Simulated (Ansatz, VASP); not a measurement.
## Hg12Te11Se (a cell with a defect) in VASP and in Ansatz

```
Hg Se Te
1.0
     9.31088    0.00000    0.00000
    -4.65544    8.06345    0.00000
     0.00000    0.00000   10.42319
Hg Se Te
12 1 11
Direct
  0.16062 0.16062 0.00000
  0.15981 0.65872 0.99805
  0.65872 0.15981 0.00195
  0.65606 0.65606 0.00000
  0.00308 0.34070 0.66408
  0.00093 0.84314 0.66555
  0.49131 0.34033 0.66087
  0.50057 0.84114 0.66781
  0.34070 0.00308 0.33592
  0.34033 0.49131 0.33913
  0.84314 0.00093 0.33445
  0.84114 0.50057 0.33219
  0.25088 0.25088 0.50000
  0.24029 0.74190 0.50084
  0.74190 0.24029 0.49916
  0.74076 0.74076 0.50000
  0.00312 0.26097 0.16919
  0.99899 0.75910 0.16358
  0.49938 0.26154 0.16834
  0.49548 0.75117 0.17102
  0.26097 0.00312 0.83081
  0.26154 0.49938 0.83166
  0.75910 0.99899 0.83642
  0.75117 0.49548 0.82898
```

Alike in both runs: functional PBE; k mesh 3 × 3 × 2; occupations fermi-dirac, width 0.01 eV; no spin polarisation.

Ansatz relaxed the structure, and its values are those at the end. VASP's run is a single point on that final structure, the one shown.

```csv
,VASP,Ansatz
version,VASP 6.6.1,Ansatz 0.2.0
potentials or method,"VASP PAW PBE potentials, release 64 (Hg, Se, Te)","plane-wave PAW, scalar-relativistic"
plane-wave cutoff (eV),520,420
valence electrons in the cell,216,432
```

VASP gave:

```
gap on the k mesh at the Fermi level (eV) : 0.58
pressure (GPa)                            : 0.5
rms of the force components (eV/Å)        : 0.014
```

Task: Estimate Ansatz's values.

Result: gap on the k mesh at the Fermi level (eV): 0.60; pressure (GPa): 0.4; rms of the force components (eV/Å): 0.009.

The two sets of potentials don't hold the same shells in valence. Ansatz warned: «gradients_without_spin_orbit».

Caveats: spin-orbit coupling is left out, which moves the levels of the heavy elements. A hybrid or GW would open this gap; PBE tends to underestimate it.
